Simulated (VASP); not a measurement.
Here is the system:

```
CELL_PARAMETERS angstrom
      0.00000     1.87111     1.87111
      1.87111     0.00000     1.87111
      1.87111     1.87111     0.00000
ATOMIC_POSITIONS crystal
  Al 0.00000 0.00000 0.00000
```

Calculation: PBE GGA, VASP's PBE PAW potentials (set 64) (plane waves; VASP). Numerical set-up: 500 eV cut-off, 17×17×17 Γ-centred mesh, first-order Methfessel-Paxton smearing of 0.10 eV, potentials Al.

Energy and stress use the plane-wave basis of the starting cell.

Problem. The ions, cell shape and volume at an external pressure of 45.0 GPa are relaxed. Which structure does the run end with?

Solution. 
```
CELL_PARAMETERS angstrom
      0.00000     1.82940     1.82940
      1.82940     0.00000     1.82940
      1.82940     1.82940     0.00000
ATOMIC_POSITIONS crystal
  Al 0.00000 0.00000 0.00000
```
Space group Fm-3m (225), at a tolerance of 0.03 Å.

Problem. How do energy and volume change from the first to the last step?

Solution. The energy (σ→0) changes by +198.3 meV/atom and the volume by -6.5 %, in 4 ionic steps.

| step | E(σ→0) (eV) | max force (eV/Å) | pressure (GPa) | volume (Å³) |
|---|---|---|---|---|
| 1 | -3.4904 | 0.000 | 30.00 | 13.10 |
| 2 | -2.7861 | 0.000 | 79.27 | 10.91 |
| 3 | -3.2992 | 0.000 | 44.44 | 12.27 |
| 4 | -3.2921 | 0.000 | 44.94 | 12.25 |

The compound is Al in the fcc structure. This run relaxes it under an external pressure of 45 GPa. Symmetry was kept, so distortions that lower it aren't found.
